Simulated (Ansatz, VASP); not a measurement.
# ZnSe (Stilleite) in two plane-wave programs, part 2 of 2

Aim: how closely do two programs agree when they are given the same cell, functional and k mesh? The cell is taken from a series of runs on this material, whose earlier steps may have relaxed, scaled, displaced or heated it; both programs get it as it stands.

VASP 6.6.1 and Ansatz 0.2.0.

So far: Set-up; VASP: zone-centre phonons, LDA.

### 3. Ansatz: zone-centre phonons, LDA

Level of this step: Ansatz beside VASP: Kohn-Sham DFT, plane waves, LDA (Ansatz).

Ansatz runs on its PAW soft_1 files.

The same cell, functional (in two slightly different forms) and mesh now go to Ansatz, which takes its cutoff from its data sets.

Contents of input.yaml:

```yaml
crystal:
  lattice:
    - [0.0, 2.8382711592, 2.8382711592]
    - [2.8382711592, 0.0, 2.8382711592]
    - [2.8382711592, 2.8382711592, 0.0]
  atoms:
    - { symbol: Zn, position: [0.0, 0.0, 0.0] }
    - { symbol: Se, position: [0.75, 0.75, 0.75] }
kpoints:
  mp_grid: { grid: [12, 12, 12] }
hamiltonian:
  xc: lda
  pseudopotentials: { kind: paw, azcp: { folder: soft_1 }, xc_functional: pbe }
scf:
  occupations: { method: fixed }
output:
  eigenvalues: true
phonons:
  method: dfpt
  dielectric: true
  rigid_motions: translations
```

Started as:

```
$ ansatz run input.yaml --threads 4 --pin off --max-ram 10240MiB --backend cpu --events-out ev --progress --plain --runs-dir out
```

Numbers of over 12 decimals in the logs are rounded to 6 here.

Output:

```text
Engine: ansatz 0.2.0, x86_64-unknown-linux-gnu
Pseudopotentials: kind: paw
Pseudopotential: Zn, paw, valence charge 12, recommended cutoff 420 eV (normal), soft_1/Zn.paw.azcp
Pseudopotential: Se, paw, valence charge 16, recommended cutoff 420 eV (normal), soft_1/Se.paw.azcp
Functional definition: SPW92
  exchange = slater_x
  correlation = pw_c
Crystal: 2 atoms, lattice volume = 45.729 Å³
Basis set: ecut = 420 eV, 893 PW (Γ), exchange–correlation on 54×54×54 points (8 copies of the dense FFT grid, shifted against one another)
Bands: 18, of which v1, the nominal top of the filled ones, is band 14 counted from 1 (13 counted from 0)
Symmetry: 24 space group operations
k-points: 280 of 1728 (irreducible under 4 space group operations, time reversal used)
Non-local potential: Zn, projectors of the file, l = 0: 2, l = 1: 2, l = 2: 3, l = 3: 1
Non-local potential: Se, projectors of the file, l = 0: 2, l = 1: 2, l = 2: 3, l = 3: 1
PAW form: soft (Blöchl's): semilocal exchange-correlation on the pseudo side does not see the compensation charge
PAW frozen core: Zn, regenerated for the run's functional, and the local potential with it (the file was generated under x = pbe(κ = 0.804, μ = 0.219515), c = pbe(β = 0.066725))
PAW frozen core: Se, regenerated for the run's functional, and the local potential with it (the file was generated under x = pbe(κ = 0.804, μ = 0.219515), c = pbe(β = 0.066725))
PAW one-centre angular grid: Zn, 590 points (default); XC on 64 Gauss nodes
PAW one-centre angular grid: Se, 590 points (default); XC on 64 Gauss nodes
Initial density: superposition of atomic densities (chi_scale 0.1, normalization cell, long waves kept (reshape's long-wave potential 0.00 eV rms))
Initial wavefunctions: pseudopotential atomic-orbital guess
Functional: x = slater, c = lda
SCF iter   1: F=—  HF=-8631.190890 eV  |F-HF|=—  |Δ(HF+E_count)|=         —  Δρ=5.90e-2  dr2=1.03e0  ethr=3.10e-3  ⟨swp⟩=4.3  Hψ=24217  notcnv=0  defer=453
preconditioner: auto → none  [insulator: Δε(μ)=0.947 eV  Ē_g=12.742 eV  n_scr=14 (ndim 8)  ℏωp=23.3 eV  f_vac=0.064  ε∞_Penn≈4.3]
SCF iter   2: F=—  HF=-8630.928417 eV  |F-HF|=—  |Δ(HF+E_count)|=   2.62e-1  Δρ=2.61e-2  dr2=2.00e-1  ethr=3.10e-3  ⟨swp⟩=3.0  Hψ=11117  notcnv=0  defer=532
SCF iter   3: F=—  HF=-8630.837812 eV  |F-HF|=—  |Δ(HF+E_count)|=   9.06e-2  Δρ=1.13e-2  dr2=3.07e-2  ethr=7.14e-4  ⟨swp⟩=2.0  Hψ=10107  notcnv=0  defer=525
SCF iter   4: F=—  HF=-8630.829982 eV  |F-HF|=—  |Δ(HF+E_count)|=   7.83e-3  Δρ=2.80e-3  dr2=1.99e-3  ethr=1.10e-4  ⟨swp⟩=2.0  Hψ=10112  notcnv=0  defer=536
SCF iter   5: F=—  HF=-8630.830205 eV  |F-HF|=—  |Δ(HF+E_count)|=   2.23e-4  Δρ=1.06e-3  dr2=3.33e-4  ethr=7.10e-6  ⟨swp⟩=2.0  Hψ=8134  notcnv=0  defer=550
SCF iter   6: F=—  HF=-8630.830283 eV  |F-HF|=—  |Δ(HF+E_count)|=   7.78e-5  Δρ=5.52e-5  dr2=1.07e-6  ethr=1.19e-6  ⟨swp⟩=2.6  Hψ=8946  notcnv=0  defer=550
SCF iter   7: F=—  HF=-8630.830282 eV  |F-HF|=—  |Δ(HF+E_count)|=   5.55e-7  Δρ=1.90e-5  dr2=1.42e-7  ethr=3.84e-9  ⟨swp⟩=2.0  Hψ=8960  notcnv=0
SCF iter   8: F=—  HF=-8630.830282 eV  |F-HF|=—  |Δ(HF+E_count)|=   5.31e-8  Δρ=5.84e-6  dr2=7.88e-9  ethr=5.08e-10  ⟨swp⟩=2.0  Hψ=7280  notcnv=0
SCF iter   9: F=-8630.830282 eV  HF=-8630.830282 eV  |F-HF|=5.09e-11  |Δ(HF+E_count)|=   1.06e-9  Δρ=5.77e-7  dr2=8.42e-11  ethr=1.00e-12  ⟨swp⟩=7.9  Hψ=33795  notcnv=0
SCF 1 converged in 9 iterations: F = -8630.830282 eV  dr2 = 8.42e-11
  greatest PAW one-centre occupation: 1.000 electrons in one spin orbital (limit 2), on the Se atom at site 1 (counted from 0), in its partial waves of l = 2
NSCF: frozen V_eff on 1 k-points
DFPT response loops at Γ: preconditioner auto → none (the input reference at scf.mixing.eps_inf says where Resta's filter doesn't serve); β = 0.50; Broyden in place of MSR1
── the response to a field inside a basis, on 14×14×14 k-points: an SCF that follows is theirs, and a resumed run solves both again ──
Bands: 15, of which v1, the nominal top of the filled ones, is band 14 counted from 1 (13 counted from 0)
k-points: 280
Initial density: handed on by an earlier stage of this run
Initial wavefunctions: pseudopotential atomic-orbital guess (no wavefunctions were taken with the density)
Eigensolver: Dense (280 Hₖ)
SCF iter   1: F=—  HF=-8630.828740 eV  |F-HF|=—  |Δ(HF+E_count)|=         —  Δρ=1.17e-4  dr2=1.91e-6  ethr=1.00e-1
preconditioner: auto → none  [insulator: Δε(μ)=1.083 eV  Ē_g=9.407 eV  n_scr=14 (ndim 8)  ℏωp=23.3 eV  f_vac=0.111  ε∞_Penn≈7.1]
SCF iter   2: F=—  HF=-8630.828738 eV  |F-HF|=—  |Δ(HF+E_count)|=   1.21e-6  Δρ=1.27e-4  dr2=3.17e-6  ethr=6.83e-9
SCF iter   3: F=—  HF=-8630.828739 eV  |F-HF|=—  |Δ(HF+E_count)|=   8.29e-7  Δρ=8.35e-5  dr2=1.85e-6  ethr=6.83e-9
SCF iter   4: F=-8630.828738 eV  HF=-8630.828738 eV  |F-HF|=2.04e-8  |Δ(HF+E_count)|=   1.02e-6  Δρ=1.07e-5  dr2=2.90e-8  ethr=6.61e-9
SCF 1 converged in 4 iterations: F = -8630.828738 eV  dr2 = 2.90e-8
DFPT response loops at Γ: mixed as the last ones told, above
WARN: field response: ε∞ stands inside a basis, on 14×14×14 points; the force constants stand on the 12×12×12 k-mesh, whose period is 11.46 times the interband length at k = (0.0000, 0.0000, 0.0000), direct gap 1.010 eV, under 14: take them and everything formed from them as unconverged, and compare with a denser kpoints.mp_grid
SCF converged after 9 iterations
Free energy (F): -8630.830282 eV
Harris-Foulkes:  -8630.830282 eV  (|F-HF|=5.09e-11)
Internal energy: -8630.830282 eV  (E = F + TS)
E sigma→0 (E₀):  -8630.830282 eV
Fermi energy:    6.152317 eV
--- Per-component energies (eV) ---
  E_band       = -402.268176
  E_kinetic    = 258.914515
  E_local      = -4856.603039  (includes V_loc(G=0)·N_el)
  E_nonlocal   = 472.100598
  E_hartree    = 2241.216817
  E_xc         = -162.269707
  E_vxc        = -141.904683  (∫ρ·V_xc dr)
  E_paw        = -3871.306783  (= ΣΔE_a)
  E_vpaw       = -617.208864  (= ΣTr[D̂ρ^β])
  E_aug_tail   = -0.000673  (compensation charges beyond the density's cutoff)
  E_ewald      = -2716.656515
  E_core_change = 3.774503  (= ΣΔE_core)
  E_smearing   = -0.000000  (= −TS)
  E_closure    = -0.000000  (closes the sum)
  Σ components = -8630.830282   (vs F -8630.830282, Δ=0.00e0)
--- Band table (eV; the first three rows and the last of 280) ---
  k-point 0: bands = [... 10 lower, -0.1325, 6.1523, 6.1523, 6.1523, 7.1628, 11.8679, 11.8679, 11.8679]
  k-point 1: bands = [... 10 lower, -0.1333, 5.3511, 6.0810, 6.0810, 7.8275, 11.7826, 11.9891, 11.9891]
  k-point 2: bands = [... 10 lower, -0.1343, 4.1831, 5.8993, 5.8993, 8.4918, 11.8818, 12.2683, 12.2683]
  k-point 279: bands = [... 10 lower, 0.1642, 1.4255, 3.3731, 3.4777, 11.4981, 11.5677, 12.9478, 13.7178]
--- Phonons (Γ-DFPT): 2 representative perturbations + reference, on 280 of 1728 k-points (Σ response iterations 6) ---
  k mesh reduced under 4 symmetry operations, with k and −k counted as one. Each operation leaves every solved perturbation unchanged. A smaller set is not considered because the run solves the response to a homogeneous field
  ASR residual: 5.512e-4 → 0.000e0 eV/Å²; symmetrization residual: 7.719e-6 eV/Å²
  ASR residual per site (eV/Å²): 5.51e-4 1.03e-4
  Γ frequencies (cm⁻¹): 0.00 0.00 0.00 196.80 196.80 196.80
  ε∞ (high-frequency dielectric tensor):
        7.722526     0.000000    -0.000000
        0.000000     7.722526     0.000000
       -0.000000     0.000000     7.722526
  ε⁰ (static dielectric tensor: ions relaxed, cell fixed):
       11.022152     0.000000     0.000000
        0.000000    11.022152     0.000000
        0.000000     0.000000    11.022152
  ε⁰ − ε∞ (ionic part):
        3.299626     0.000000     0.000000
        0.000000     3.299626    -0.000000
        0.000000    -0.000000     3.299626
  softest optical mode at Γ: 196.80 cm⁻¹; the repairs (sum rule, projections) moved no ω² at Γ by more than (1.58 cm⁻¹)²
  Born effective charges Z* (e; rows j = field, columns β = displacement):
    site 0:
         2.06107    0.00000   -0.00000
         0.00000    2.06107   -0.00000
         0.00000   -0.00000    2.06107
    site 1:
        -2.06107   -0.00000    0.00000
        -0.00000   -2.06107    0.00000
        -0.00000    0.00000   -2.06107
  Z* charge neutrality: 3.614e-4 e pre-enforcement
  solved inside a basis spanned on kpoints, on 14×14×14 k-points transformed towards the longest dipole: ε∞ is read to err by 2.1e-2, Z* by 1.7e-2 e (field_mesh: kpoints solves on kpoints); Z* is corrected for what the basis lacks
  optical modes at Γ without the LO–TO term, one row a degenerate level:
      ω (cm⁻¹)  modes    IR ((D/Å)²/amu)
        196.80      3             8.2201
  optical modes at Γ + LO–TO along q̂ = [1.0000, 0.0000, 0.0000]:
      ω (cm⁻¹)  modes    IR ((D/Å)²/amu)
        196.80      2             5.4800
        235.12      1             2.7400
  optical modes at Γ + LO–TO along q̂ = [0.0000, 1.0000, 0.0000]:
      ω (cm⁻¹)  modes    IR ((D/Å)²/amu)
        196.80      2             5.4800
        235.12      1             2.7400
  optical modes at Γ + LO–TO along q̂ = [0.0000, 0.0000, 1.0000]:
      ω (cm⁻¹)  modes    IR ((D/Å)²/amu)
        196.80      2             5.4800
        235.12      1             2.7400
```

In the SCF lines HF is the Harris–Foulkes energy and dr2 the Hartree energy of the density residual, in eV; the loop may stop once dr2 is under the threshold and the program's other checks hold. Hψ counts applications of the Hamiltonian.

### 4. Differences

Known differences besides the potentials themselves: the two LDA forms differ slightly; fixed occupations in Ansatz, narrow Gaussian smearing in VASP; VASP's response is taken on the typed mesh, Ansatz refines its own for the field response alone; the data sets hold 28 valence electrons in Ansatz (on its PAW soft_1 files) and 18 in VASP; the cutoff is 420 eV in Ansatz and 500 eV in VASP; VASP's log shows a relativistic correction to its local exchange, Ansatz's none. Total energies have different zeros and are not compared.

Compared:

```
                                     quantity  Ansatz   VASP  difference
                                        ε∞ xx    7.72   7.82     -1.23 %
                                        ε∞ yy    7.72   7.82     -1.23 %
                                        ε∞ zz    7.72   7.82     -1.23 %
Born charge of Zn1 (mean of the diagonal) (e)    2.06   2.06        0.00
Born charge of Se2 (mean of the diagonal) (e)   -2.06  -2.06        0.00
                   optical mode 1 to 3 (cm⁻¹)   196.8  199.8     -1.53 %
```

Modes are paired by rising frequency, not by their patterns, so a pair may set unlike modes beside each other; they are those without the splitting of longitudinal modes.

### 5. What came out

```
r.m.s. difference of the optical zone-centre modes, each program's sorted by frequency (zone-centre phonons, LDA) : 3.0 cm⁻¹
difference in optical mode 1 to 3 (zone-centre phonons, LDA)                                                      : -1.5 %
```

The r.m.s. difference of the optical zone-centre modes, each program's sorted by frequency is 3.0 cm⁻¹ (zone-centre phonons, LDA). The data sets hold unlike numbers of valence electrons (28 in Ansatz and 18 in VASP), so part of the differences comes from the potentials. Among the rows given in per cent, the largest difference of the zone-centre phonons, LDA pair is in optical mode 1 to 3, -1.5 %. How closely two codes agree says nothing of how well the functional describes the real material.

[Lines on the potential files, build, host, timing and source positions are cut from VASP's logs without a mark.]

[Logs are printed without paths, hosts, clocks, repeated set-up lines and the standing remarks that a program may print on its own settings, such as how far it seeks lower states.]

[Hosts, paths, dates, database ids (printed as entryN), source tags and the programs' standing remarks are cut or masked in the printed files.]
